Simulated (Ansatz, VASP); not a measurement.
# Al7Ga11N18 (random wurtzite alloy of AlN and GaN) in two plane-wave programs, part 3 of 3

Aim: how closely do two programs agree when they are given the same cell, functional and k mesh? The cell is taken from a series of runs on this material, whose earlier steps may have relaxed, scaled, displaced or heated it; both programs get it as it stands.

VASP 6.6.1 and Ansatz 0.2.0.

So far. Step 3 (VASP: single point, PBE, pair 1): The run ends at a pressure of 5.78 GPa, with forces up to 3.1 eV/Å. Step 5 (Ansatz: single point, PBE, pair 2): The run ends at a pressure of 10.59 GPa, with forces up to 8.6 eV/Å.

### Step 6. VASP: single point, PBE, pair 2

Level of this step: PBE; plane waves and PAW (Ga_d, N, Al) (VASP).

The same cell, functional, mesh and smearing now go to VASP, with its own data sets.

INCAR reads:

```
SYSTEM = Al7Ga11N18
PREC = Accurate
ENCUT = 600
EDIFF = 1E-06
NELM = 120
ISMEAR = -1
SIGMA = 0.05
LREAL = Auto
ALGO = Normal
GGA = PE
NBANDS = 304
LORBIT = 11
LWAVE = .FALSE.
LCHARG = .FALSE.
ISIF = 2
LASPH = .TRUE.
GGA_COMPAT = .FALSE.
EFERMI = MIDGAP
NCORE = 2
```

POSCAR reads:

```
Al7Ga11N18
1.0
    9.4773000000      0.0000000000      0.0000000000
   -4.7386500000      8.2075800000      0.0000000000
    0.0000000000      0.0000000000     10.2122000000
Ga N Al
22 36 14
Direct
    0.0087000000      0.0202800000      0.0093600000
    0.9973700000      0.9909500000      0.4998500000
    0.9932400000      0.3286800000      0.0157800000
    0.1030800000      0.5640600000      0.2475400000
    0.9957900000      0.3340900000      0.5046100000
    0.9944700000      0.6634500000      0.0012600000
    0.0213600000      0.6615800000      0.5034400000
    0.1109400000      0.8839900000      0.7435800000
    0.3398300000      0.0065300000      0.4954100000
    0.3367000000      0.3301500000      0.4951100000
    0.4418200000      0.5684500000      0.7553500000
    0.3399500000      0.6677400000      0.9875600000
    0.4582200000      0.8992200000      0.2528100000
    0.4478800000      0.9026800000      0.7460500000
    0.6692100000      0.0100700000      0.9962700000
    0.7837700000      0.2221700000      0.2390200000
    0.6857000000      0.0118200000      0.5008400000
    0.7764400000      0.2375400000      0.7444200000
    0.6473000000      0.3386100000      0.4997000000
    0.6686500000      0.6755000000      0.0056800000
    0.7781100000      0.8890300000      0.2411200000
    0.7584600000      0.8892700000      0.7511400000
    0.1072600000      0.2143700000      0.0584500000
    0.9948900000      0.0006800000      0.3104600000
    0.0902000000      0.2177200000      0.5629800000
    0.0146400000      0.0144900000      0.8108900000
    0.1022100000      0.5627500000      0.0621100000
    0.9987300000      0.3330800000      0.3319200000
    0.1143800000      0.5575000000      0.5587000000
    0.9926000000      0.3257800000      0.7937400000
    0.1124300000      0.9038300000      0.0654900000
    0.9845700000      0.6633800000      0.3081200000
    0.0946000000      0.8750600000      0.5654700000
    0.9817600000      0.6552700000      0.8034600000
    0.4573500000      0.2352000000      0.0549400000
    0.3160300000      0.9876200000      0.3171300000
    0.4576600000      0.2263700000      0.5631700000
    0.3198200000      0.0030600000      0.8125000000
    0.4538200000      0.5586200000      0.0622500000
    0.3259100000      0.3216800000      0.2958900000
    0.4552300000      0.5653100000      0.5670000000
    0.3348100000      0.3255700000      0.8023800000
    0.4252300000      0.8658300000      0.0652200000
    0.3379100000      0.6732100000      0.3114600000
    0.4411800000      0.8812300000      0.5601000000
    0.3527200000      0.6756600000      0.7940800000
    0.7787400000      0.2288800000      0.0611700000
    0.6756900000      0.9962800000      0.3078300000
    0.7787200000      0.2362200000      0.5610800000
    0.6713900000      0.0240000000      0.8069900000
    0.7645300000      0.5444800000      0.0551700000
    0.6762200000      0.3422700000      0.3004200000
    0.7762200000      0.5698000000      0.5593300000
    0.6702500000      0.3378000000      0.8030000000
    0.7880500000      0.9044600000      0.0697600000
    0.6685100000      0.6572100000      0.2977900000
    0.7690300000      0.8661100000      0.5551600000
    0.6768300000      0.6623800000      0.8188400000
    0.1189000000      0.2303300000      0.2465200000
    0.1304500000      0.2303000000      0.7434800000
    0.1251600000      0.5629600000      0.7600200000
    0.1152900000      0.8753000000      0.2518000000
    0.3471700000      0.0043100000      0.0026200000
    0.4386000000      0.2276700000      0.2412400000
    0.4304500000      0.2110300000      0.7367900000
    0.3148900000      0.3112400000      0.0042900000
    0.4481100000      0.5404400000      0.2382000000
    0.3391000000      0.6758700000      0.4975700000
    0.6665400000      0.3400200000      0.0103000000
    0.7722900000      0.5544400000      0.2410000000
    0.7676300000      0.5424700000      0.7631900000
    0.6534000000      0.6652600000      0.5131900000
```

KPOINTS reads:

```
Automatic mesh
0
Gamma
1 1 1
0 0 0
```

PAW data sets: Ga_d, N and Al (PBE family, release 64).

Command:

```
$ mpirun -np 8 vasp_gam
```

Numbers of over 12 decimals in the logs are rounded to 6 here.

Log:

```text
[... set-up lines as in an earlier step ...]
 entering main loop
       N       E                     dE             d eps       ncg     rms          rms(c)
DAV:   1     0.130161011245E+05    0.13016E+05   -0.20163E+05   640   0.341E+03
DAV:   2     0.317156935790E+04   -0.98445E+04   -0.92839E+04   608   0.103E+03
DAV:   3     0.560209448396E+02   -0.31155E+04   -0.29255E+04   744   0.374E+02
DAV:   4    -0.472169521680E+03   -0.52819E+03   -0.51016E+03   656   0.151E+02
[...]
DAV:  18    -0.455446729786E+03   -0.74784E-05   -0.10800E-04   808   0.488E-02    0.119E-02
DAV:  19    -0.455446732302E+03   -0.25159E-05   -0.39558E-05   744   0.364E-02    0.802E-03
DAV:  20    -0.455446732978E+03   -0.67669E-06   -0.96452E-06   592   0.200E-02
   1 F= -.45544673E+03 E0= -.45544673E+03  d E =-.134258E-07
```

Parts of OUTCAR (step 6):

```text
  Total       56.4648184     54.2154874     42.1660675     -3.9075694      4.1558051     -1.9388493
  in kB      113.8857677    109.3490173     85.0461421     -7.8813065      8.3819813     -3.9105296
  external PRESSURE =     102.7603090 kB  Pullay stress =       0.0000000 kB

 POSITION                                       TOTAL-FORCE (eV/Angst)
 -----------------------------------------------------------------------------------
     -0.01365      0.16645      0.09559         0.284914     -6.843086     -3.763172
      4.75661      8.13330      5.10457        -1.030545      0.201747     -0.508275
      7.85573      2.69767      0.16115         0.942495      1.738854     -3.395873
     -1.69596      4.62957      2.52793         1.735628     -0.609323      1.705268
      7.85426      2.74207      5.15318        -0.475093      0.847466      1.841977
      6.28103      5.44532      0.01287        -1.805665      1.899535     -1.443476
     -2.93256      5.42997      5.14123        -6.063346      0.898630     -1.394116
     -3.13751      7.25542      7.59359        -2.582803     -0.623127      2.040246
      3.18973      0.05360      5.05923        -0.427141     -1.687138      1.402484
      1.62654      2.70973      5.05616        -1.953885      0.753185      0.678882
      1.49358      4.66560      7.71379         6.969665     -4.494269     -1.487601
      0.05762      5.48053     10.08516        -0.298487     -1.736440      1.276752
      0.08160      7.38042      2.58175        -0.933688     -1.710154      0.436244
     -0.03279      7.40882      7.61881        -0.398243      0.485416     -0.115589
[...]
-----------------------------------------------------------------------------------
    total drift:                                0.009958      0.004351     -0.006751

  FREE ENERGIE OF THE ION-ELECTRON SYSTEM (eV)
  ---------------------------------------------------
  free  energy   TOTEN  =      -455.4467329783 eV

  energy  without entropy=     -455.4467329648  energy(sigma->0) =     -455.44673297

[... 2 parts as in an earlier step ...]

[... 1 further part left out ...]
[key lines of the parts left out:]
E-fermi :   7.0954
```

The run ends at a pressure of 10.28 GPa, with forces up to 8.4 eV/Å.

### Step 7. Comparison

Both answers:

```
              quantity  Ansatz   VASP  difference
        pressure (GPa)   10.59  10.28       +0.31
gap on the k mesh (eV)   1.968  1.971      -0.004
```

Forces on 7 of the 72 atoms, those with the largest forces and the largest differences (eV/Å; atoms numbered as in POSCAR):

```
atom         Ansatz x, y, z           VASP x, y, z
 Ga1  0.279, -6.969, -3.808  0.285, -6.843, -3.763
 Ga7  -6.144, 0.936, -1.436  -6.063, 0.899, -1.394
Ga11  7.094, -4.579, -1.510  6.970, -4.494, -1.488
Ga19   6.266, 4.319, -2.253   6.174, 4.249, -2.204
 N23   -0.461, 6.758, 3.290   -0.463, 6.617, 3.261
 N28   0.999, 0.218, -6.416   1.016, 0.207, -6.349
 N46   -6.293, 2.519, 3.168   -6.179, 2.428, 3.126
```

The forces differ by 30 meV/Å r.m.s., which is 1.4 % of the r.m.s. force of 2.190 eV/Å (both taken over all components). A gap on the mesh is an upper bound, since the band edges may lie between its points.

### Step 8. Results

```yaml
r_m_s_force_difference_single_point_pbe_pair_1: 1.2 % of the r.m.s. force
r_m_s_force_difference_single_point_pbe_pair_2: 1.4 % of the r.m.s. force
```

In words: The r.m.s. force difference is 1.4 % of the r.m.s. force (single point, PBE, pair 2), within the 3 % picked in this series as the mark of a large difference. Such differences can come from data sets, numerical settings and the points named under the comparisons, not from the functional's error against experiment.

[Lines on the potential files, build, host, timing and source positions are cut from VASP's logs without a mark.]

[Logs are printed without paths, hosts, clocks, repeated set-up lines and the standing remarks that a program may print on its own settings, such as how far it seeks lower states.]

[Hosts, paths, dates, database ids (printed as entryN), source tags and the programs' standing remarks are cut or masked in the printed files.]
